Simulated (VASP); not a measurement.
Consider the following.

```xyz
2
Lattice="2.7974 0.0000 0.0000 0.0000 2.7974 0.0000 0.0000 0.0000 2.7974" Properties=species:S:1:pos:R:3 pbc="T T T"
Cr     0.0000     0.0000     0.0000
Cr     1.3987     1.3987     1.3987
```

Level of theory: PBEsol GGA, VASP's PBE PAW potentials (set 64) (plane waves; VASP). Numerical set-up: 500 eV cut-off, 13×13×13 Γ-centred mesh, first-order Methfessel-Paxton smearing of 0.10 eV, potentials Cr_pv.

**Question.** Estimate the energy per atom (σ→0), pressure, band gap (on the k-mesh) with the smallest direct gap where there is one.

**Answer.** 
* **band gap (on the k-mesh)**: none (metal, semimetal or under 0.01 eV)
* **energy per atom (σ→0)**: -10.239 eV/atom
* **pressure**: 4.82 GPa

The compound is Cr in the bcc, AFM order structure. It was relaxed first under an external pressure of 5 GPa. The run is not spin-polarised, so no magnetic state was tried.
